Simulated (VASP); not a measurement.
Computed with revPBE GGA, VASP's PBE PAW potentials (set 64) (plane waves; VASP 6.6.1).

VASP input:

INCAR:
```
LMAXMIX  =  4
ENCUT  =  520
SYSTEM  =  Ni3Al
LREAL  =  .FALSE.
LASPH  =  .TRUE.   ! aspherical one-centre terms
PREC  =  Accurate
LCHARG  =  .FALSE.
ALGO  =  Normal   ! blocked Davidson
ISIF  =  2   ! forces and stress, cell fixed
SIGMA  =  0.1   ! width (eV)
LORBIT  =  10
NELM  =  100   ! most electronic steps
LWAVE  =  .FALSE.
MAGMOM  =  -0.0 3*0.3
ISMEAR  =  1   ! Methfessel-Paxton
GGA  =  RE
EDIFF  =  1E-7
ISPIN  =  2   ! spin-polarised
```

### KPOINTS
```
Automatic
0
G
9 9 9
0 0 0
```

File POSCAR:
```
Ni3Al
1
    3.6600944772     0.0000000000     0.0000000000
    0.0000000000     3.6600944772     0.0000000000
    0.0000000000     0.0000000000     3.6600944772
Al Ni
1 3
Direct
  0.0000000000   0.0000000000   0.0000000000
  0.0000000000   0.5000000000   0.5000000000
  0.5000000000   0.0000000000   0.5000000000
  0.5000000000   0.5000000000   0.0000000000
```

POTCAR, in this order: Al Ni (PBE.64 set). Program: vasp_std.

Output

File OSZICAR:
```
       N       E                     dE             d eps       ncg     rms          rms(c)
DAV:   1     0.190085176698E+03    0.19009E+03   -0.14691E+04  2800   0.206E+03
DAV:   2    -0.138267864797E+02   -0.20391E+03   -0.19736E+03  2804   0.366E+02
DAV:   3    -0.238953751530E+02   -0.10069E+02   -0.91587E+01  3036   0.108E+02
DAV:   4    -0.241429529696E+02   -0.24758E+00   -0.24537E+00  3144   0.158E+01
DAV:   5    -0.241512803756E+02   -0.83274E-02   -0.83253E-02  3348   0.263E+00    0.182E+01
DAV:   6    -0.260784050391E+02   -0.19271E+01   -0.76347E+01  3160   0.139E+02    0.226E+01
DAV:   7    -0.203575319920E+02    0.57209E+01   -0.22120E+01  3188   0.756E+01    0.204E+00
DAV:   8    -0.203743969781E+02   -0.16865E-01   -0.53890E-01  3060   0.627E+00    0.171E+00
DAV:   9    -0.203618338181E+02    0.12563E-01   -0.74643E-02  3744   0.384E+00    0.538E-01
DAV:  10    -0.203610003995E+02    0.83342E-03   -0.56515E-03  3396   0.979E-01    0.254E-01
DAV:  11    -0.203609608431E+02    0.39556E-04   -0.29681E-04  3516   0.239E-01    0.152E-01
DAV:  12    -0.203608732623E+02    0.87581E-04   -0.14687E-04  3500   0.139E-01    0.392E-02
DAV:  13    -0.203608769529E+02   -0.36906E-05   -0.15148E-05  3172   0.572E-02    0.218E-02
DAV:  14    -0.203608755425E+02    0.14104E-05   -0.25245E-06  3720   0.253E-02    0.953E-03
DAV:  15    -0.203608749139E+02    0.62857E-06   -0.45940E-07  2896   0.921E-03    0.468E-03
DAV:  16    -0.203608747283E+02    0.18556E-06   -0.17525E-07  2200   0.574E-03    0.181E-03
DAV:  17    -0.203608745955E+02    0.13279E-06   -0.72690E-08  1624   0.302E-03    0.469E-04
DAV:  18    -0.203608746341E+02   -0.38600E-07   -0.13122E-08  1508   0.149E-03
   1 F= -.20360875E+02 E0= -.20360579E+02  d E =-.888217E-03  mag=     0.7602
```

**OUTCAR**
```
------------------------ aborting loop because EDIFF is reached ----------------------------------------
  FORCE on cell =-STRESS in cart. coord.  units (eV):
  Direction    XX          YY          ZZ          XY          YZ          ZX
  --------------------------------------------------------------------------------------
  Total       -2.6348307     -2.6348307     -2.6348307      0.0000000     -0.0000000      0.0000000
  in kB      -86.0966820    -86.0966820    -86.0966820      0.0000000     -0.0000000      0.0000000
  external PRESSURE =     -86.0966820 kB  Pullay stress =       0.0000000 kB
  volume of cell :       49.03
      direct lattice vectors                 reciprocal lattice vectors
     3.660094477  0.000000000  0.000000000     0.273216991  0.000000000  0.000000000
     0.000000000  3.660094477  0.000000000     0.000000000  0.273216991  0.000000000
     0.000000000  0.000000000  3.660094477     0.000000000  0.000000000  0.273216991
 POSITION                                       TOTAL-FORCE (eV/Angst)
 -----------------------------------------------------------------------------------
      0.00000      0.00000      0.00000         0.000000      0.000000      0.000000
      0.00000      1.83005      1.83005         0.000000      0.000000      0.000000
      1.83005      0.00000      1.83005         0.000000      0.000000      0.000000
      1.83005      1.83005      0.00000         0.000000      0.000000      0.000000
 -----------------------------------------------------------------------------------
    total drift:                                0.000000      0.000000      0.000000
  FREE ENERGIE OF THE ION-ELECTRON SYSTEM (eV)
  ---------------------------------------------------
  free  energy   TOTEN  =       -20.3608746341 eV

  energy  without entropy=      -20.3599864174  energy(sigma->0) =      -20.36057856

 total charge

# of ion       s       p       d       tot
------------------------------------------
    1        0.403   0.360   0.000   0.763
    2        0.457   0.447   8.341   9.245
    3        0.457   0.447   8.341   9.245
    4        0.457   0.447   8.341   9.245
--------------------------------------------------
tot          1.775   1.700  25.024  28.499

 magnetization (x)

# of ion       s       p       d       tot
------------------------------------------
    1       -0.001  -0.009   0.000  -0.010
    2       -0.004  -0.011   0.292   0.277
    3       -0.004  -0.011   0.292   0.277
    4       -0.004  -0.011   0.292   0.277
--------------------------------------------------
tot         -0.011  -0.041   0.875   0.822
```
(Selected blocks of OUTCAR.)

The compound is Ni3Al in the L1_2 structure. This cell is one point of a volume scan, at 1.06 of the reference volume.
